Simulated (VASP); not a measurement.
Level of theory: PBEsol GGA, VASP's PBE PAW potentials (set 64) (plane waves; VASP).

A VASP calculation is set up with these files.

### POSCAR
```
Pb
1
    0.0000000000     7.3927472064     7.3927472064
    7.3927472064     0.0000000000     7.3927472064
    7.3927472064     7.3927472064     0.0000000000
Pb
27
Direct
  0.0000000000   0.0000000000   0.0000000000
  0.0000000000   0.0000000000   0.3333333333
  0.0000000000   0.0000000000   0.6666666667
  0.0000000000   0.3333333333   0.0000000000
  0.0000000000   0.3333333333   0.3333333333
  0.0000000000   0.3333333333   0.6666666667
  0.0000000000   0.6666666667   0.0000000000
  0.0000000000   0.6666666667   0.3333333333
  0.0000000000   0.6666666667   0.6666666667
  0.3333333333   0.0000000000   0.0000000000
  0.3333333333   0.0000000000   0.3333333333
  0.3333333333   0.0000000000   0.6666666667
  0.3333333333   0.3333333333   0.0000000000
  0.3333333333   0.3333333333   0.3333333333
  0.3333333333   0.3333333333   0.6666666667
  0.3333333333   0.6666666667   0.0000000000
  0.3333333333   0.6666666667   0.3333333333
  0.3333333333   0.6666666667   0.6666666667
  0.6666666667   0.0000000000   0.0000000000
  0.6666666667   0.0000000000   0.3333333333
  0.6666666667   0.0000000000   0.6666666667
  0.6666666667   0.3333333333   0.0000000000
  0.6666666667   0.3333333333   0.3333333333
  0.6666666667   0.3333333333   0.6666666667
  0.6666666667   0.6666666667   0.0000000000
  0.6666666667   0.6666666667   0.3333333333
  0.6666666667   0.6666666667   0.6666666667
```

### QPOINTS
```
k-points along high-symmetry lines
13
Line-mode
Cartesian
  0.000000   0.000000   0.000000 ! GAMMA
  0.000000   0.202902   0.000000 ! X

  0.000000   0.202902   0.000000 ! X
  0.050725   0.202902   0.050725 ! U

  0.152176   0.152176  -0.000000 ! K
  0.000000   0.000000   0.000000 ! GAMMA

  0.000000   0.000000   0.000000 ! GAMMA
  0.101451   0.101451   0.101451 ! L

  0.101451   0.101451   0.101451 ! L
  0.101451   0.202902  -0.000000 ! W

  0.101451   0.202902  -0.000000 ! W
  0.000000   0.202902   0.000000 ! X
```

**KPOINTS**
```
Automatic mesh
0
Gamma
  4 4 4
```

INCAR:
```
SYSTEM=Pb
PREC=Accurate; ENCUT=400; LREAL=.FALSE.
LASPH=.TRUE.
EDIFF=1E-7; NELM=100; ALGO=Normal
LMAXMIX=4
ISMEAR=1; SIGMA=0.1
GGA=PS
IBRION=6; NSW=1; ISIF=2
POTIM=0.015; NFREE=2
LWAVE=.FALSE.; LCHARG=.FALSE.
LPHON_DISPERSION=.TRUE.
```

POTCAR, in this order: Pb_d (PBE.64 set). Program: vasp_std.

The run wrote:

File OSZICAR:
```
       N       E                     dE             d eps       ncg     rms          rms(c)
DAV:   1     0.501403811619E+04    0.50140E+04   -0.14965E+05  3616   0.174E+03
DAV:   2     0.615004711860E+03   -0.43990E+04   -0.43339E+04  3616   0.538E+02
DAV:   3    -0.522047031328E+02   -0.66721E+03   -0.63900E+03  3876   0.257E+02
DAV:   4    -0.106086845654E+03   -0.53882E+02   -0.52432E+02  4238   0.762E+01
DAV:   5    -0.107922607658E+03   -0.18358E+01   -0.18174E+01  4664   0.123E+01    0.314E+00
DAV:   6    -0.107636750174E+03    0.28586E+00   -0.14974E+00  5016   0.424E+00    0.138E+00
DAV:   7    -0.107550505563E+03    0.86245E-01   -0.21386E-01  4224   0.193E+00    0.481E-01
DAV:   8    -0.107543588617E+03    0.69169E-02   -0.13065E-02  4632   0.401E-01    0.723E-02
DAV:   9    -0.107543678123E+03   -0.89506E-04   -0.70731E-04  5024   0.117E-01    0.185E-02
DAV:  10    -0.107543657484E+03    0.20639E-04   -0.23737E-05  5032   0.194E-02    0.460E-03
DAV:  11    -0.107543653509E+03    0.39758E-05   -0.16274E-06  4584   0.562E-03    0.629E-04
DAV:  12    -0.107543654338E+03   -0.82904E-06   -0.43975E-08  2240   0.802E-04    0.157E-04
DAV:  13    -0.107543654676E+03   -0.33830E-06   -0.16169E-08  2192   0.716E-04    0.689E-05
DAV:  14    -0.107543654643E+03    0.33317E-07   -0.45757E-09  2088   0.351E-04
   1 F= -.10754365E+03 E0= -.10753362E+03  d E =-.301153E-01
 Found     1 degrees of freedom:
       N       E                     dE             d eps       ncg     rms          rms(c)
DAV:   1    -0.107540262118E+03    0.33926E-02   -0.16143E+00  6356   0.224E+00    0.101E-01
DAV:   2    -0.107543460328E+03   -0.31982E-02   -0.34133E-02  8054   0.841E-01    0.507E-02
DAV:   3    -0.107543478126E+03   -0.17798E-04   -0.71779E-04  8822   0.196E-01    0.303E-02
DAV:   4    -0.107543466376E+03    0.11749E-04   -0.46639E-05  8224   0.652E-02    0.191E-02
DAV:   5    -0.107543465080E+03    0.12967E-05   -0.34799E-05  8918   0.410E-02    0.746E-03
DAV:   6    -0.107543466025E+03   -0.94537E-06   -0.88209E-06  7936   0.135E-02    0.319E-03
DAV:   7    -0.107543465950E+03    0.74760E-07   -0.26705E-07  4816   0.503E-03
   2 F= -.10754347E+03 E0= -.10753342E+03  d E =-.301258E-01
       N       E                     dE             d eps       ncg     rms          rms(c)
DAV:   1    -0.107526954783E+03    0.16511E-01   -0.55741E+00  6352   0.430E+00    0.243E-01
DAV:   2    -0.107543552224E+03   -0.16597E-01   -0.17874E-01  8160   0.198E+00    0.123E-01
DAV:   3    -0.107543583131E+03   -0.30906E-04   -0.35026E-03  8856   0.427E-01    0.779E-02
DAV:   4    -0.107543486948E+03    0.96183E-04   -0.21926E-04  6976   0.164E-01    0.494E-02
DAV:   5    -0.107543459215E+03    0.27732E-04   -0.18549E-04  8784   0.118E-01    0.199E-02
DAV:   6    -0.107543465839E+03   -0.66234E-05   -0.84865E-05  8680   0.358E-02    0.966E-03
DAV:   7    -0.107543466071E+03   -0.23272E-06   -0.59777E-06  7032   0.149E-02    0.551E-03
DAV:   8    -0.107543466033E+03    0.37944E-07   -0.24993E-06  6904   0.252E-02    0.887E-04
DAV:   9    -0.107543466084E+03   -0.50743E-07   -0.47085E-07  5344   0.270E-03
   3 F= -.10754347E+03 E0= -.10753342E+03  d E =-.301262E-01
```

**OUTCAR**
```
------------------------ aborting loop because EDIFF is reached ----------------------------------------
  FORCE on cell =-STRESS in cart. coord.  units (eV):
  Direction    XX          YY          ZZ          XY          YZ          ZX
  --------------------------------------------------------------------------------------
  Total        1.9069094      1.9064157      1.9064157     -0.0000000      0.0000000      0.0000000
  in kB        3.7808816      3.7799027      3.7799027     -0.0000000      0.0000000      0.0000000
  external PRESSURE =       3.7802290 kB  Pullay stress =       0.0000000 kB
  volume of cell :      808.07
      direct lattice vectors                 reciprocal lattice vectors
     0.000000000  7.392747206  7.392747206    -0.067633856  0.067633856  0.067633856
     7.392747206  0.000000000  7.392747206     0.067633856 -0.067633856  0.067633856
     7.392747206  7.392747206  0.000000000     0.067633856  0.067633856 -0.067633856
 POSITION                                       TOTAL-FORCE (eV/Angst)
 -----------------------------------------------------------------------------------
     -0.01500      0.00000      0.00000         0.025916     -0.000000     -0.000000
      2.46425      2.46425      0.00000        -0.005005     -0.002324     -0.000000
      4.92850      4.92850      0.00000        -0.004705     -0.002080     -0.000000
      2.46425      0.00000      2.46425        -0.005005     -0.000000     -0.002324
      4.92850      2.46425      2.46425         0.000482     -0.001067     -0.001067
      7.39275      4.92850      2.46425         0.002031      0.000230     -0.000230
      4.92850      0.00000      4.92850        -0.004705     -0.000000     -0.002080
      7.39275      2.46425      4.92850         0.002031     -0.000230      0.000230
      9.85700      4.92850      4.92850         0.000475     -0.001080     -0.001080
      0.00000      2.46425      2.46425         0.002031     -0.000230     -0.000230
      2.46425      4.92850      2.46425         0.000475     -0.001080      0.001080
      4.92850      7.39275      2.46425        -0.004705     -0.000000      0.002080
      2.46425      2.46425      4.92850         0.000475      0.001080     -0.001080
      4.92850      4.92850      4.92850         0.000482      0.001067      0.001067
      7.39275      7.39275      4.92850         0.000084     -0.000000     -0.000138
      4.92850      2.46425      7.39275        -0.004705      0.002080     -0.000000
      7.39275      4.92850      7.39275         0.000084     -0.000138     -0.000000
      9.85700      7.39275      7.39275         0.000462     -0.000000     -0.000000
      0.00000      4.92850      4.92850         0.002031      0.000230      0.000230
      2.46425      7.39275      4.92850        -0.005005     -0.000000      0.002324
      4.92850      9.85700      4.92850         0.000482     -0.001067      0.001067
      2.46425      4.92850      7.39275        -0.005005      0.002324     -0.000000
      4.92850      7.39275      7.39275         0.000174     -0.000000     -0.000000
      7.39275      9.85700      7.39275         0.000084      0.000138     -0.000000
      4.92850      4.92850      9.85700         0.000482      0.001067     -0.001067
      7.39275      7.39275      9.85700         0.000084     -0.000000      0.000138
      9.85700      9.85700      9.85700         0.000475      0.001080      0.001080
 -----------------------------------------------------------------------------------
    total drift:                                0.000250      0.000000      0.000000
  FREE ENERGIE OF THE ION-ELECTRON SYSTEM (eV)
  ---------------------------------------------------
  free  energy   TOTEN  =      -107.5434660841 eV

  energy  without entropy=     -107.5133399248  energy(sigma->0) =     -107.53342403
```
(Selected blocks of OUTCAR.)

The cell is a supercell, built from Pb (fcc).
